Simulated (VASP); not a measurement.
Here is the system:

```
Rh
1.0
    0.00000     1.93891     1.93891
    1.93891     0.00000     1.93891
    1.93891     1.93891     0.00000
Rh
1
Direct
  0.00000   0.00000   0.00000
```

Calculation: optB86b-vdW, VASP's PBE PAW potentials (set 64) (plane waves; VASP 6.6.1). Numerical set-up: 520 eV cut-off, 16×16×16 Γ-centred mesh, first-order Methfessel-Paxton smearing of 0.10 eV, potentials Rh_pv.

Q: Predict the energy per atom (σ→0), pressure, band gap (on the k-mesh) with the smallest direct gap where there is one.

A: 
```yaml
band gap (on the k-mesh): none (metal, semimetal or under 0.01 eV)
energy per atom (σ→0): -4.135 eV/atom
pressure: -13.83 GPa
```

The absolute energy has meaning only against runs of the same code, potentials and settings.

The compound is Rh in the fcc structure. This cell is one point of a volume scan, at 1.06 of the reference volume.
